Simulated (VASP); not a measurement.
```xyz
2
Lattice="0.0000 2.6214 2.6214 2.6214 0.0000 2.6214 2.6214 2.6214 0.0000" Properties=species:S:1:pos:R:3 pbc="T T T"
Eu     0.0000     0.0000     0.0000
O      2.6214     2.6214     2.6214
```

Method: PBE GGA, VASP's PBE PAW potentials (set 64) (plane waves; VASP 6.6.1). Numerical set-up: 520 eV cut-off, 7×7×7 Γ-centred mesh, Gaussian smearing of 0.050 eV, potentials Eu_2 O.

The 4f electrons are frozen in the core of the lanthanide potential, so 4f levels, which can set the real gap, and their magnetism are missing.

Question: What does the run give for the energy per atom (σ→0), pressure?

Answer: 
The energy per atom (σ→0) is -6.499 eV/atom and the pressure comes out as -12.09 GPa.

Total energies compare only between runs with the same potentials, cut-off and functional.

The compound is EuO in the rock salt structure. The cell was not relaxed at this level.
